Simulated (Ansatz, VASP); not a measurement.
# Cross-check of TaN between VASP and Ansatz, part 2 of 2

One calculation is typed for both programs; each brings its own data sets. How far apart do they land? The cell is taken from a series of runs on this material, whose earlier steps may have relaxed, scaled, displaced or heated it; both programs get it as it stands.

VASP 6.6.1 and Ansatz 0.2.0.

So far: Starting point; VASP: zone-centre phonons, PBEsol.

**3. Ansatz: zone-centre phonons, PBEsol**

Level of this step: Ansatz beside VASP: Kohn-Sham DFT, plane waves, PBEsol (Ansatz).

Ansatz runs on its PAW soft_1 files.

The same cell, functional, mesh and smearing now go to Ansatz, which takes its cutoff from its data sets.

input.yaml reads:

```yaml
crystal:
  lattice:
    - [2.9530696831, 0.0, 0.0]
    - [-1.4765348416, 2.5574333647, 0.0]
    - [0.0, 0.0, 2.8602704034]
  atoms:
    - { symbol: "N", position: [0.6666666667, 0.3333333333, 0.0] }
    - { symbol: Ta, position: [0.0, 0.0, 0.5] }
kpoints:
  mp_grid: { grid: [18, 18, 16] }
hamiltonian:
  xc: pbesol
  pseudopotentials: { kind: paw, azcp: { folder: soft_1 }, xc_functional: pbe }
scf:
  occupations: { method: methfessel_paxton, width: 0.2 }
output:
  eigenvalues: true
phonons:
  method: dfpt
```

Run with:

```
$ ansatz run input.yaml --threads 4 --pin off --max-ram 10240MiB --backend cpu --events-out ev --progress --plain --runs-dir out
```

Numbers of over 12 decimals in the logs are rounded to 6 here.

Output:

```text
zone centre: on kpoints.mp_grid the ground state, and the responses unless they are solved on pairs of k-points, stand on 819 of the mesh's 5184 k-points, reduced under 4 symmetry operations, with k and −k counted as one. Each operation leaves every solved displacement unchanged or reverses it
Engine: ansatz 0.2.0, x86_64-unknown-linux-gnu
Pseudopotentials: kind: paw
Pseudopotential: N, paw, valence charge 5, recommended cutoff 420 eV (normal), soft_1/N.paw.azcp
Pseudopotential: Ta, paw, valence charge 13, recommended cutoff 420 eV (normal), soft_1/Ta.paw.azcp
Functional definition: PBEsol
  exchange = pbesol_x
  correlation = pbesol_c
Crystal: 2 atoms, lattice volume = 21.602 Å³
Basis set: ecut = 420 eV, 405 PW (Γ), exchange–correlation on 40×40×40 points (8 copies of the dense FFT grid, shifted against one another)
Bands: 13, of which v1, the nominal top of the filled ones, is band 9 counted from 1 (8 counted from 0)
Symmetry: 12 space group operations
k-points: 819 of 5184 (irreducible under 4 space group operations, time reversal used)
Non-local potential: N, projectors of the file, l = 0: 2, l = 1: 2, l = 2: 1
Non-local potential: Ta, projectors of the file, l = 0: 3, l = 1: 2, l = 2: 2, l = 3: 1
PAW form: soft (Blöchl's): semilocal exchange-correlation on the pseudo side does not see the compensation charge
PAW frozen core: N, regenerated for the run's functional, and the local potential with it (the file was generated under x = pbe(κ = 0.804, μ = 0.219515), c = pbe(β = 0.066725))
PAW frozen core: Ta, regenerated for the run's functional, and the local potential with it (the file was generated under x = pbe(κ = 0.804, μ = 0.219515), c = pbe(β = 0.066725))
PAW one-centre angular grid: N, 110 points (default); XC on 64 Gauss nodes
PAW one-centre angular grid: Ta, 590 points (default); XC on 64 Gauss nodes
Initial density: superposition of atomic densities (chi_scale 0.1, normalization cell, long waves kept (reshape's long-wave potential 0.00 eV rms))
Initial wavefunctions: pseudopotential atomic-orbital guess
Functional: x = pbesol(κ = 0.804, μ = 0.123457), c = pbesol(β = 0.046)
SCF iter   1: F=—  HF=-10188.564017 eV  |F-HF|=—  |Δ(HF+E_count)|=         —  Δρ=4.79e-2  dr2=2.64e-1  ethr=3.10e-3  ⟨swp⟩=5.0  Hψ=53013  notcnv=0
preconditioner: auto → none  [metal: Δε(μ)=0.077 eV  Ē_g=11.146 eV  σ=0.200 eV  W_gap=0.32  n_scr=8 (ndim 8)  ℏωp=25.3 eV  f_vac=0.000  D(μ)=0.06/eV (n_scr^D=0)  sad-step TF]
SCF iter   2: F=—  HF=-10188.559897 eV  |F-HF|=—  |Δ(HF+E_count)|=   4.12e-3  S|Δr|=    0.00e0  Δρ=2.99e-2  dr2=1.15e-1  ethr=1.46e-3  ⟨swp⟩=1.0  Hψ=17199  notcnv=0
SCF iter   3: F=—  HF=-10188.549048 eV  |F-HF|=—  |Δ(HF+E_count)|=   1.08e-2  S|Δr|=    0.00e0  Δρ=1.70e-3  dr2=2.72e-4  ethr=6.39e-4  ⟨swp⟩=2.4  Hψ=14139  notcnv=0
SCF iter   4: F=—  HF=-10188.549122 eV  |F-HF|=—  |Δ(HF+E_count)|=   7.39e-5  S|Δr|=    0.00e0  Δρ=4.25e-4  dr2=3.13e-5  ethr=1.51e-6  ⟨swp⟩=2.3  Hψ=16524  notcnv=0
SCF iter   5: F=—  HF=-10188.549118 eV  |F-HF|=—  |Δ(HF+E_count)|=   4.16e-6  S|Δr|=    0.00e0  Δρ=4.33e-5  dr2=2.40e-7  ethr=1.74e-7  ⟨swp⟩=2.0  Hψ=13946  notcnv=0
SCF iter   6: F=—  HF=-10188.549118 eV  |F-HF|=—  |Δ(HF+E_count)|=   3.32e-7  S|Δr|=    0.00e0  Δρ=9.59e-6  dr2=5.77e-9  ethr=1.33e-9  ⟨swp⟩=2.0  Hψ=17164  notcnv=0
SCF iter   7: F=—  HF=-10188.549118 eV  |F-HF|=—  |Δ(HF+E_count)|=  3.93e-10  S|Δr|=    0.00e0  Δρ=1.36e-6  dr2=8.93e-11  ethr=3.20e-11  ⟨swp⟩=2.3  Hψ=15339  notcnv=0
SCF iter   8: F=-10188.549118 eV  HF=-10188.549118 eV  |F-HF|=5.46e-12  |Δ(HF+E_count)|=  4.73e-11  S|Δr|=    0.00e0  Δρ=7.44e-8  dr2=6.25e-13  ethr=1.00e-12  ⟨swp⟩=5.9  Hψ=45535  notcnv=0
the search or the solves at the SCF's close seem to have found levels that the self-consistency loop had missed (the run counts 2). By its estimate they hold under 1e-12 electrons; where the run keeps them, the occupations were computed again with them
SCF 1 converged in 8 iterations: F = -10188.549118 eV  dr2 = 6.25e-13
  greatest PAW one-centre occupation: 0.999 electrons in one spin orbital (limit 2), on the Ta atom at site 1 (counted from 0), in its partial waves of l = 0
DFPT response loops at Γ: preconditioner auto → Kerker (q_TF=auto, 2.647 Å⁻¹) (partly filled bands, converged f_vac=0.000); β = 1.00, the filter's whole step (`scf.mixing.beta` (0.50) is not read by the response loops under this deck's `scf.mixing.preconditioner`; to damp them name `kerker` or `kerker_dos`, under which they read `scf.mixing.beta`, and type it under 1.00, their step now; both keys bind the ground state too); Broyden in place of MSR1
SCF converged after 8 iterations
Stability not checked: this state was not tested for a lower state beside it, because cold or Methfessel-Paxton smearing, or corrected tetrahedra, fill the levels in a way that the test cannot read (fill_not_monotonic; see scf.lower_state_search)
Free energy (F): -10188.549118 eV
Harris-Foulkes:  -10188.549118 eV  (|F-HF|=5.46e-12)
Internal energy: -10188.549562 eV  (E = F + TS)
E sigma→0 (E₀):  -10188.549229 eV
Entropy (-TS):   0.000444 eV (0.222 meV/atom)
Fermi energy:    19.886112 eV
--- Per-component energies (eV) ---
  E_band       = -57.265656
  E_kinetic    = 522.623139
  E_local      = -593.499665  (includes V_loc(G=0)·N_el)
  E_nonlocal   = 26.325202
  E_hartree    = 211.173795
  E_xc         = -378.796225
  E_vxc        = -309.909457  (∫ρ·V_xc dr)
  E_paw        = -8304.493961  (= ΣΔE_a)
  E_vpaw       = -125.153416  (= ΣTr[D̂ρ^β])
  E_aug_tail   = 0.000946  (compensation charges beyond the density's cutoff)
  E_ewald      = -1672.124606
  E_core_change = 0.241812  (= ΣΔE_core)
  E_smearing   = 0.000444  (= −TS)
  E_closure    = 0.000000  (closes the sum)
  Σ components = -10188.549118   (vs F -10188.549118, Δ=0.00e0)
--- Band table (eV; the first three rows and the last of 819) ---
  k-point 0: bands = [... 5 lower, 15.2568, 15.2568, 15.7405, 17.0762, 21.9805, 23.5690, 23.5690, 23.9277]
  k-point 1: bands = [... 5 lower, 15.2898, 15.2898, 15.4334, 17.3261, 22.1309, 22.9142, 22.9142, 24.4330]
  k-point 2: bands = [... 5 lower, 14.7432, 15.3844, 15.3844, 17.9011, 22.0845, 22.0845, 22.5333, 24.8081]
  k-point 818: bands = [... 5 lower, 12.3042, 13.0362, 15.7615, 18.9133, 23.8997, 25.0332, 25.9243, 27.0291]
--- Phonons (Γ-DFPT): 4 representative perturbations + reference, on 819 of 5184 k-points (Σ response iterations 12) ---
  k mesh reduced under 4 symmetry operations, with k and −k counted as one. Each operation leaves every solved displacement unchanged or reverses it
  ASR residual: 4.161e-5 → 0.000e0 eV/Å²; symmetrization residual: 2.046e-6 eV/Å²
  ASR residual per site (eV/Å²): 2.15e-5 4.16e-5
  Γ frequencies (cm⁻¹): 0.00 0.00 0.00 520.14 520.14 541.95
  non-analytic LO–TO correction: not included (Born effective charges unavailable; polar crystals: no LO–TO splitting at Γ)
```

The column dr2 measures how far the density is from self-consistency, as an energy; F and HF (Harris–Foulkes) agree once it is small.

**4. Side by side**

Known differences besides the potentials themselves: the data sets hold 18 valence electrons in Ansatz (on its PAW soft_1 files) and 16 in VASP; the cutoff is 420 eV in Ansatz and 600 eV in VASP; Ansatz makes its cores anew for this functional, VASP keeps those of its PBE data sets. Total energies have different zeros and are not compared.

The two programs side by side:

| quantity | Ansatz | VASP | difference |
| --- | --- | --- | --- |
| optical mode 1 to 2 (cm⁻¹) | 520.1 | 523.5 | -0.63 % |
| optical mode 3 (cm⁻¹) | 542.0 | 544.6 | -0.49 % |

Modes are paired by rising frequency, not by their patterns, so a pair may set unlike modes beside each other; they are those without the splitting of longitudinal modes.

**5. Outcome**

- r.m.s. difference of the optical zone-centre modes, each program's sorted by frequency (zone-centre phonons, PBEsol): 3.1 cm⁻¹
- difference in optical mode 1 to 2 (zone-centre phonons, PBEsol): -0.6 %

**Reading.** The r.m.s. difference of the optical zone-centre modes, each program's sorted by frequency is 3.1 cm⁻¹ (zone-centre phonons, PBEsol). The data sets hold unlike numbers of valence electrons (18 in Ansatz and 16 in VASP), so part of the differences comes from the potentials. Among the rows given in per cent, the largest difference of the zone-centre phonons, PBEsol pair is in optical mode 1 to 2, -0.6 %. How closely two codes agree says nothing of how well the functional describes the real material.

[Lines on the potential files, build, host, timing and source positions are cut from VASP's logs without a mark.]

[Logs are printed without paths, hosts, clocks, repeated set-up lines and the standing remarks that a program may print on its own settings, such as how far it seeks lower states.]

[Hosts, paths, dates, database ids (printed as entryN), source tags and the programs' standing remarks are cut or masked in the printed files.]
